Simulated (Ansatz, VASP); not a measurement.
## Cross-check of InP between VASP and Ansatz

One calculation is typed for both programs; each brings its own data sets. How far apart do they land? The cell is taken from a series of runs on this material, whose earlier steps may have relaxed, scaled, displaced or heated it; both programs get it as it stands.

Calculated with Ansatz 0.2.0; plane waves, with VASP 6.6.1 beside it; single point at HSE06.

### Step 1. The structure

The structure is cubic, space group F-43m (No. 216). The conventional cell has a = 5.918 Å, b = 5.918 Å, c = 5.918 Å, α = 90.00°, β = 90.00°, γ = 90.00°. Nearest to In lie 4 P at 2.56 Å. P has 4 In at 2.56 Å nearest. Farther neighbours are not listed.

As a file:

```xyz
2
Lattice="0.0000 2.9588 2.9588 2.9588 0.0000 2.9588 2.9588 2.9588 0.0000" Properties=species:S:1:pos:R:3 pbc="T T T"
In    0.0000    0.0000    0.0000
P     4.4382    4.4382    4.4382
```

### Step 2. VASP: single point, HSE06

With cell and atoms fixed, the geometry can't cause a difference; cores, projectors, grids and the points listed under the comparison can.

Lines of VASP's logs that name or quote its potential files are left out, and so is its time.

The run reads the wave functions of an earlier VASP run, which isn't shown here.

INCAR reads:

```
SYSTEM = InP
PREC = Accurate
ENCUT = 400
EDIFF = 1E-06
NELM = 100
ISMEAR = -1
SIGMA = 0.02
LREAL = .FALSE.
ALGO = Normal
LHFCALC = .TRUE.
AEXX = 0.25
GGA = PE
HFSCREEN = 0.208
LASPH = .TRUE.
NBANDS = 15
PRECFOCK = Fast
LORBIT = 11
LWAVE = .FALSE.
LCHARG = .FALSE.
KPAR = 8
ISIF = 2
```

POSCAR reads:

```
InP
1.0
    0.0000000000      2.9587916571      2.9587916571
    2.9587916571      0.0000000000      2.9587916571
    2.9587916571      2.9587916571      0.0000000000
In P
1 1
Direct
    0.0000000000      0.0000000000      0.0000000000
    0.7500000000      0.7500000000      0.7500000000
```

KPOINTS reads:

```
Automatic mesh
0
Gamma
6 6 6
0 0 0
```

The projector-augmented-wave data sets are In_d and P (PBE family, release 64).

Command:

```bash
mpirun -np 8 vasp_std
```

Numbers of over 12 decimals in the logs are rounded to 6 here.

The program printed:

```text
[banner, memory and clock lines left out]
running    8 mpi-ranks, on    1 nodes
 distrk:  each k-point on    1 cores,    8 groups
 distr:  one band on    1 cores,    1 groups

 POSCAR found type information on POSCAR InP
 POSCAR found :  2 types and       2 ions
|                                                                             |
|           W    W    AA    RRRRR   N    N  II  N    N   GGGG   !!!           |
|           W    W   A  A   R    R  NN   N  II  NN   N  G    G  !!!           |
|           W    W  A    A  R    R  N N  N  II  N N  N  G       !!!           |
|           W WW W  AAAAAA  RRRRR   N  N N  II  N  N N  G  GGG   !            |
|           WW  WW  A    A  R   R   N   NN  II  N   NN  G    G                |
|           W    W  A    A  R    R  N    N  II  N    N   GGGG   !!!           |
|                                                                             |
|     For optimal performance we recommend to set                             |
|       NCORE = 2 up to number-of-cores-per-socket                            |
|     NCORE specifies how many cores store one orbital (NPAR=cpu/NCORE).      |
|     This setting can greatly improve the performance of VASP for DFT.       |
|     The default, NCORE=1 might be grossly inefficient on modern             |
|     multi-core architectures or massively parallel machines. Do your        |
|     Unfortunately you need to use the default for GW and RPA                |
|     calculations (for HF NCORE is supported but not extensively tested      |
|     yet).                                                                   |
|                                                                             |

 LDA part: xc-table for (Slater+PW92), standard interpolation
 found WAVECAR, reading the header
 POSCAR, INCAR and KPOINTS ok, starting setup
 FFT: planning ... GRIDC
 FFT: planning ... GRID_SOFT
 FFT: planning ... GRID
 reading WAVECAR
 the WAVECAR file was read successfully
 initial charge from wavefunction
 entering main loop
       N       E                     dE             d eps       ncg     rms          rms(c)
DAV:   1    -0.997880826087E+01   -0.99788E+01   -0.36317E-01   632   0.818E+00    0.346E+00
DAV:   2    -0.998506890687E+01   -0.62606E-02   -0.35714E-02   650   0.163E+00    0.363E+00
DAV:   3    -0.998465447959E+01    0.41443E-03   -0.14117E-03   681   0.555E-01    0.242E+00
DAV:   4    -0.998447717398E+01    0.17731E-03   -0.20615E-04   736   0.187E-01    0.153E+00
DAV:   5    -0.998442718905E+01    0.49985E-04   -0.42085E-05   636   0.742E-02    0.931E-01
DAV:   6    -0.998441304623E+01    0.14143E-04   -0.10769E-05   636   0.367E-02    0.563E-01
DAV:   7    -0.998440782394E+01    0.52223E-05   -0.23578E-06   564   0.185E-02    0.341E-01
DAV:   8    -0.998440610880E+01    0.17151E-05   -0.75345E-07   345   0.968E-03    0.204E-01
DAV:   9    -0.998440575519E+01    0.35360E-06   -0.44550E-07   324   0.664E-03
   1 F= -.99844058E+01 E0= -.99844058E+01  d E =-.307810E-10
```

From OUTCAR (step 2):

```text
ion  position               nearest neighbor table
   1  0.000  0.000  0.000-   2 2.56   2 2.56   2 2.56   2 2.56
   2  0.750  0.750  0.750-   1 2.56   1 2.56   1 2.56   1 2.56

  LATTYP: Found a face centered cubic cell.
 ALAT       =     5.9175833142

 Subroutine GETGRP returns: Found 24 space group operations
 (whereof 24 operations were pure point group operations)

The static configuration has the point symmetry T_d .

 Found     16 irreducible k-points:

   k-points           NKPTS =     16   k-points in BZ     NKDIM =    216   number of bands    NBANDS=     15

   dimension x,y,z NGX =    28 NGY =   28 NGZ =   28
   dimension x,y,z NGXF=    56 NGYF=   56 NGZF=   56

   ENCUT  =  400.0 eV  29.40 Ry    5.42 a.u.   6.82  6.82  6.82*2*pi/ulx,y,z

   NELECT =      18.0000    total number of electrons

 k-points in reciprocal lattice and weights: Automatic mesh
   0.00000000  0.00000000  0.00000000       0.005
   0.16666667  0.00000000  0.00000000       0.037
   0.33333333  0.00000000  0.00000000       0.037
   0.50000000  0.00000000  0.00000000       0.019
   0.16666667  0.16666667  0.00000000       0.028
   0.33333333  0.16666667  0.00000000       0.111
   0.50000000  0.16666667  0.00000000       0.111
  -0.33333333  0.16666667  0.00000000       0.111
  -0.16666667  0.16666667  0.00000000       0.056
[...]
-0.33333333  0.33333333  0.16666667       0.111
  -0.33333333  0.50000000  0.16666667       0.056

  exchange ACFDT corr.  =         0.00000000  see jH, gK, PRB 81, 115126

 average (electrostatic) potential at core
       1 -89.7376       2 -79.5069

 E-fermi :   4.8566

 k-point     1 :       0.0000    0.0000    0.0000
  band No.  band energies     occupation
    ...
      5     -11.2276      2.00000
      6      -8.0749      2.00000
      7       4.4618      2.00000
      8       4.4618      2.00000
      9       4.4618      2.00000
     10       5.7839      0.00000
     11       9.3734      0.00000
     12       9.3734      0.00000
     13       9.3734      0.00000
     14      13.8949      0.00000
    ...

 k-point     2 :       0.1667    0.0000    0.0000
  band No.  band energies     occupation
    ...
      5     -11.2272      2.00000
      6      -7.7497      2.00000
      7       2.2102      2.00000
      8       4.1495      2.00000
      9       4.1495      2.00000
     10       6.9204      0.00000
     11       9.7454      0.00000
     12       9.8319      0.00000
     13       9.8319      0.00000
     14      14.0102      0.00000
    ...

 k-point     3 :       0.3333    0.0000    0.0000
  band No.  band energies     occupation
    ...
      5     -11.2219      2.00000
      6      -6.9128      2.00000
      7      -0.3802      2.00000
      8       3.6531      2.00000
      9       3.6531      2.00000
     10       6.8023      0.00000
     11      10.1777      0.00000
     12      10.1777      0.00000
     13      11.6098      0.00000
     14      14.2106      0.00000
    ...

  Total       -0.2307490     -0.2307490     -0.2307490     -0.0000000      0.0000000      0.0000000
  in kB       -7.1363670     -7.1363670     -7.1363670     -0.0000000      0.0000000      0.0000000
  external PRESSURE =      -7.1363670 kB  Pullay stress =       0.0000000 kB

  energy-cutoff  :      400.00
  volume of cell :       51.81
      direct lattice vectors                 reciprocal lattice vectors
     0.000000000  2.958791657  2.958791657    -0.168987904  0.168987904  0.168987904
     2.958791657  0.000000000  2.958791657     0.168987904 -0.168987904  0.168987904
     2.958791657  2.958791657  0.000000000     0.168987904  0.168987904 -0.168987904

 POSITION                                       TOTAL-FORCE (eV/Angst)
 -----------------------------------------------------------------------------------
      0.00000      0.00000      0.00000        -0.000000     -0.000000     -0.000000
      4.43819      4.43819      4.43819         0.000000      0.000000      0.000000
 -----------------------------------------------------------------------------------
    total drift:                               -0.000053     -0.000051     -0.000035

  FREE ENERGIE OF THE ION-ELECTRON SYSTEM (eV)
  ---------------------------------------------------
  free  energy   TOTEN  =        -9.9844057552 eV

  energy  without entropy=       -9.9844057552  energy(sigma->0) =       -9.98440576

 total charge
# of ion       s       p       d       tot
------------------------------------------
    1        0.836   0.757   9.912  11.505
    2        1.022   1.502   0.000   2.524
--------------------------------------------------
tot          1.859   2.258   9.912  14.029

[... 3 further parts left out ...]
```

The run ends at a pressure of -0.71 GPa.

(Continued in part 2 of 2.)

[Lines on the potential files, build, host, timing and source positions are cut from VASP's logs without a mark.]

[Logs are printed without paths, hosts, clocks, repeated set-up lines and the standing remarks that a program may print on its own settings, such as how far it seeks lower states.]

[Hosts, paths, dates, database ids (printed as entryN), source tags and the programs' standing remarks are cut or masked in the printed files.]
